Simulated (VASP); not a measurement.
**HBr (space group Cmc2_1): computed properties**

Level of theory: r2SCAN meta-GGA, VASP's PBE PAW potentials (set 64) (plane waves; VASP).

For HBr, the space group is Cmc2_1 (36) and the cell comes out as a = 6.366 Å, b = 5.357 Å, c = 5.396 Å, α = β = γ = 90.00°. The volume per atom comes out as 23.00 Å³/atom and the band gap (over mesh and band path) is 5.32 eV. The smallest direct gap (over mesh and band path) comes out as 5.32 eV. The band-edge character without spin-orbit coupling is direct, Γ to Γ and the band gap with spin-orbit coupling is 5.24 eV. The density is 2.92 g/cm³ and the mean ε∞ (independent particles) comes out as 2.91.

```yaml
crystal:
  lattice:
    - [3.18285, -2.67837, 0.00000]
    - [3.18285, 2.67837, 0.00000]
    - [0.00000, 0.00000, 5.39615]
  atoms:
    - { symbol: H, position: [0.94581, 0.05419, 0.18301] }
    - { symbol: H, position: [0.05419, 0.94581, 0.68301] }
    - { symbol: Br, position: [0.75070, 0.24930, 0.99599] }
    - { symbol: Br, position: [0.24930, 0.75070, 0.49599] }
```

The structure comes from a measured HBr entry (Cmc2_1) of the Crystallography Open Database, whose conditions weren't checked. It was relaxed first. Symmetry was kept, so distortions that lower it aren't found.
